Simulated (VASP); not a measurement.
Output of a VASP run:

### OUTCAR
```
 ion  position               nearest neighbor table
   1  0.000  0.000  0.000-   2 2.53   2 2.53   2 2.53   2 2.53
   2  0.250  0.250  0.250-   1 2.53   1 2.53   1 2.53   1 2.53
  LATTYP: Found a face centered cubic cell.
 ALAT       =     5.8485519136
 Subroutine PRICEL returns:
 Original cell was already a primitive cell.
 Subroutine GETGRP returns: Found 24 space group operations
The static configuration has the point symmetry T_d .
The dynamic configuration has the point symmetry T_d .
 Subroutine INISYM returns: Found 24 space group operations
 Subroutine IBZKPT returns following result:
 Found     29 irreducible k-points:

 Following reciprocal coordinates:
            Coordinates               Weight
  0.000000  0.000000  0.000000      1.000000
  0.125000  0.000000  0.000000      8.000000
  0.250000  0.000000  0.000000      8.000000
  0.375000  0.000000  0.000000      8.000000
  0.500000  0.000000  0.000000      4.000000
  0.125000  0.125000  0.000000      6.000000
  0.250000  0.125000  0.000000     24.000000
  0.375000  0.125000  0.000000     24.000000
  0.500000  0.125000  0.000000     24.000000
 -0.375000  0.125000  0.000000     24.000000
 -0.250000  0.125000  0.000000     24.000000
 -0.125000  0.125000  0.000000     12.000000
  0.250000  0.250000  0.000000      6.000000
  0.375000  0.250000  0.000000     24.000000
  0.500000  0.250000  0.000000     24.000000
 -0.375000  0.250000  0.000000     24.000000
 -0.250000  0.250000  0.000000     12.000000
  0.375000  0.375000  0.000000      6.000000
  0.500000  0.375000  0.000000     24.000000
 -0.375000  0.375000  0.000000     12.000000
  0.500000  0.500000  0.000000      3.000000
  0.375000  0.250000  0.125000     24.000000
  0.500000  0.250000  0.125000     48.000000
 -0.375000  0.250000  0.125000     24.000000
  0.500000  0.375000  0.125000     24.000000
 -0.375000  0.375000  0.125000     48.000000
 -0.250000  0.375000  0.125000     24.000000
 -0.375000  0.500000  0.125000     12.000000
 -0.250000  0.500000  0.250000      6.000000
   k-points           NKPTS =     29   k-points in BZ     NKDIM =     29   number of bands    NBANDS=     13
   number of dos      NEDOS =    301   number of ions     NIONS =      2
   total plane-waves  NPLWV =  32768
   dimension x,y,z NGX =    32 NGY =   32 NGZ =   32
   dimension x,y,z NGXF=    64 NGYF=   64 NGZF=   64
   ions per type =               1   1
   PREC   = accura    normal or accurate (medium, high low for compatibility)
   ISTART =      0    job   : 0-new  1-cont  2-samecut
   ICHARG =      2    charge: 1-file 2-atom 10-const
   ISPIN  =      1    spin polarized calculation?
   LNONCOLLINEAR =      F non collinear calculations
   LSORBIT =      F    spin-orbit coupling
   INIWAV =      1    electr: 0-lowe 1-rand  2-diag
   ENCUT  =  520.0 eV  38.22 Ry    6.18 a.u.   7.69  7.69  7.69*2*pi/ulx,y,z
   NELM   =    100;   NELMIN=  2; NELMDL= -5     # of ELM steps
   EDIFF  = 0.1E-06   stopping-criterion for ELM
   LREAL  =      F    real-space projection
   NLSPLINE    = F    spline interpolate recip. space projectors
   LMAXMIX     =    4 max onsite mixed and CHGCAR
   VOSKOWN=      0    Vosko Wilk Nusair interpolation
   EDIFFG = 0.1E-05   stopping-criterion for IOM
   NSW    =      0    number of steps for IOM
   NBLOCK =      1;   KBLOCK =      1    inner block; outer block
   IBRION =     -1    ionic relax: 0-MD 1-quasi-New 2-CG
   NFREE  =      0    steps in history (QN), initial steepest desc. (CG)
   ISIF   =      2    stress and relaxation
   ISYM   =      2    0-nonsym 1-usesym 2-fastsym
   TEIN   =    0.0    initial temperature
   TEBEG  =    0.0;   TEEND  =   0.0 temperature during run
   SMASS  =  -3.00    Nose mass-parameter (am)
   PSTRESS=    0.0 pullay stress
   NELECT =      18.0000    total number of electrons
   EFERMI =   0.00;   METHOD = LEGACY
   ISMEAR =     0;   SIGMA  =   0.05  broadening in eV -4-tet -1-fermi 0-gaus
   IALGO  =     38    algorithm
...
```

### OSZICAR
```
       N       E                     dE             d eps       ncg     rms          rms(c)
DAV:   1     0.874510543286E+02    0.87451E+02   -0.88776E+03   754   0.153E+03
DAV:   2    -0.377137252833E+00   -0.87828E+02   -0.83558E+02   799   0.273E+02
DAV:   3    -0.628969070775E+01   -0.59126E+01   -0.58815E+01   949   0.715E+01
DAV:   4    -0.634899931986E+01   -0.59309E-01   -0.59294E-01   794   0.764E+00
DAV:   5    -0.634935230064E+01   -0.35298E-03   -0.35297E-03   914   0.547E-01    0.418E+00
DAV:   6    -0.606547622323E+01    0.28388E+00   -0.72489E-01  1077   0.272E+01    0.320E+00
DAV:   7    -0.604988484429E+01    0.15591E-01   -0.16900E-01   819   0.418E+00    0.138E+00
DAV:   8    -0.604976523695E+01    0.11961E-03   -0.39962E-03   854   0.630E-01    0.413E-01
DAV:   9    -0.604999059964E+01   -0.22536E-03   -0.93241E-04   874   0.289E-01    0.694E-02
DAV:  10    -0.605007009148E+01   -0.79492E-04   -0.11093E-04   834   0.117E-01    0.156E-02
DAV:  11    -0.605008663517E+01   -0.16544E-04   -0.25810E-05   832   0.630E-02    0.482E-03
DAV:  12    -0.605008789567E+01   -0.12605E-05   -0.29884E-06   884   0.196E-02    0.322E-03
DAV:  13    -0.605008803563E+01   -0.13997E-06   -0.62931E-07   809   0.750E-03    0.796E-04
DAV:  14    -0.605008806769E+01   -0.32056E-07   -0.27586E-08   542   0.236E-03
   1 F= -.60500881E+01 E0= -.60500881E+01  d E =-.442979E-13
```

OUTCAR:
```
------------------------ aborting loop because EDIFF is reached ----------------------------------------
  FORCE on cell =-STRESS in cart. coord.  units (eV):
  Direction    XX          YY          ZZ          XY          YZ          ZX
  --------------------------------------------------------------------------------------
  Total       -0.9130615     -0.9130615     -0.9130615      0.0000000      0.0000000     -0.0000000
  in kB      -29.2499800    -29.2499800    -29.2499800      0.0000000      0.0000000     -0.0000000
  external PRESSURE =     -29.2499800 kB  Pullay stress =       0.0000000 kB
  volume of cell :       50.01
      direct lattice vectors                 reciprocal lattice vectors
     0.000000000  2.924275957  2.924275957    -0.170982495  0.170982495  0.170982495
     2.924275957  0.000000000  2.924275957     0.170982495 -0.170982495  0.170982495
     2.924275957  2.924275957  0.000000000     0.170982495  0.170982495 -0.170982495
  FREE ENERGIE OF THE ION-ELECTRON SYSTEM (eV)
  ---------------------------------------------------
  free  energy   TOTEN  =        -6.0500880677 eV

  energy  without entropy=       -6.0500880677  energy(sigma->0) =       -6.05008807
```
(Selected blocks of OUTCAR.)

**POSCAR**
```
ZnSe
1
    0.0000000000     2.9242759568     2.9242759568
    2.9242759568     0.0000000000     2.9242759568
    2.9242759568     2.9242759568     0.0000000000
Zn Se
1 1
Direct
  0.0000000000   1.0000000000   1.0000000000
  0.2500000000   0.2500000000   0.2500000000
```

### Question
Reconstruct the remaining input files.

### Answer
Several could match; the one computed here: the input of the run itself, PW91 GGA, plane waves, VASP's PBE PAW potentials (set 64).

### KPOINTS
```
Automatic mesh
0
gamma
8 8 8
0 0 0
```

**INCAR**
```
! general
SYSTEM  = ZnSe
PREC    = Accurate
ENCUT   = 520
LREAL   = .FALSE.   ! projection in real space or not
LASPH   = .TRUE.   ! aspherical one-centre terms

! electronic loop
EDIFF   = 1E-7
NELM    = 100   ! most electronic steps
ALGO    = Normal
LMAXMIX = 4   ! l cut-off of mixed one-centre charges

! smearing
ISMEAR  = 0
SIGMA   = 0.05

! functional
GGA     = 91   ! PW91

! ions
ISIF    = 2

! output
LWAVE   = .FALSE.
LCHARG  = .FALSE.
```

POTCAR, in this order: Zn Se (PBE.64 set). Program: vasp_std.

The compound is ZnSe in the zinc blende structure. This cell is one point of a volume scan, at 1.06 of the reference volume.
